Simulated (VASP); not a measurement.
These are LDA (Ceperley-Alder, Perdew-Zunger), VASP's LDA PAW potentials (set 64) (plane waves; VASP) values and carry that method's errors.

VASP input:

INCAR:
```
SYSTEM = CoAl
PREC = Accurate
ENCUT = 520
EDIFF = 1E-7
NELM = 100
ALGO = Normal
LREAL = .FALSE.
LASPH = .TRUE.
ISMEAR = 1
SIGMA = 0.1
LMAXMIX = 4
LWAVE = .FALSE.
LCHARG = .FALSE.
ISIF = 2
```

KPOINTS:
```
Automatic mesh
0
gamma
  13 13 13
```

File POSCAR:
```
CoAl
5.5905210
  0.5000000096   0.0000000000   0.0000000000
  0.0000000000   0.5000000096   0.0000000000
  0.0000000000   0.0000000000   0.5000000096
Al Co
1 1
Cart
  0.2500000048   0.2500000048   0.2500000048
  0.0000000000   0.0000000000   0.0000000000
```

POTCAR, in this order: Al Co (LDA.64 set). Program: vasp_std.

The resulting files:

OSZICAR:
```
       N       E                     dE             d eps       ncg     rms          rms(c)
DAV:   1     0.357001682224E+02    0.35700E+02   -0.54639E+03  1688   0.130E+03
DAV:   2    -0.140628479362E+02   -0.49763E+02   -0.47116E+02  1688   0.195E+02
DAV:   3    -0.153509070966E+02   -0.12881E+01   -0.12787E+01  2000   0.412E+01
DAV:   4    -0.153741672427E+02   -0.23260E-01   -0.23230E-01  1994   0.497E+00
DAV:   5    -0.153748561219E+02   -0.68888E-03   -0.68878E-03  1980   0.859E-01    0.128E+01
DAV:   6    -0.175999133089E+02   -0.22251E+01   -0.65358E+01  1906   0.126E+02    0.164E+01
DAV:   7    -0.137459468677E+02    0.38540E+01   -0.29195E+01  1856   0.801E+01    0.200E+00
DAV:   8    -0.137267450288E+02    0.19202E-01   -0.21702E-01  1752   0.416E+00    0.122E+00
DAV:   9    -0.137099011248E+02    0.16844E-01   -0.46680E-02  2036   0.301E+00    0.318E-01
DAV:  10    -0.137093926361E+02    0.50849E-03   -0.11148E-03  2118   0.495E-01    0.150E-01
DAV:  11    -0.137093754057E+02    0.17230E-04   -0.26733E-05  2054   0.506E-02    0.187E-02
DAV:  12    -0.137093708520E+02    0.45537E-05   -0.13309E-05  1974   0.532E-02    0.601E-03
DAV:  13    -0.137093707641E+02    0.87876E-07   -0.55078E-07  1846   0.702E-03
   1 F= -.13709371E+02 E0= -.13709267E+02  d E =-.312651E-03
```

File OUTCAR:
```
------------------------ aborting loop because EDIFF is reached ----------------------------------------
  FORCE on cell =-STRESS in cart. coord.  units (eV):
  Direction    XX          YY          ZZ          XY          YZ          ZX
  --------------------------------------------------------------------------------------
  Total       -0.0019825     -0.0019825     -0.0019825      0.0000000     -0.0000000      0.0000000
  in kB       -0.1454283     -0.1454283     -0.1454283      0.0000000     -0.0000000      0.0000000
  external PRESSURE =      -0.1454283 kB  Pullay stress =       0.0000000 kB
  volume of cell :       21.84
      direct lattice vectors                 reciprocal lattice vectors
     2.795260554  0.000000000  0.000000000     0.357748403  0.000000000  0.000000000
     0.000000000  2.795260554  0.000000000     0.000000000  0.357748403  0.000000000
     0.000000000  0.000000000  2.795260554     0.000000000  0.000000000  0.357748403
 POSITION                                       TOTAL-FORCE (eV/Angst)
 -----------------------------------------------------------------------------------
      1.39763      1.39763      1.39763         0.000000      0.000000      0.000000
      0.00000      0.00000      0.00000         0.000000      0.000000      0.000000
 -----------------------------------------------------------------------------------
    total drift:                               -0.000000      0.000000      0.000000
  FREE ENERGIE OF THE ION-ELECTRON SYSTEM (eV)
  ---------------------------------------------------
  free  energy   TOTEN  =       -13.7093707641 eV

  energy  without entropy=      -13.7090581135  energy(sigma->0) =      -13.70926655
```
(Selected blocks of OUTCAR.)

The compound is CoAl in the CsCl type structure. It was relaxed first, which changed the volume by -7 %. The run is not spin-polarised, so no magnetic state was tried.
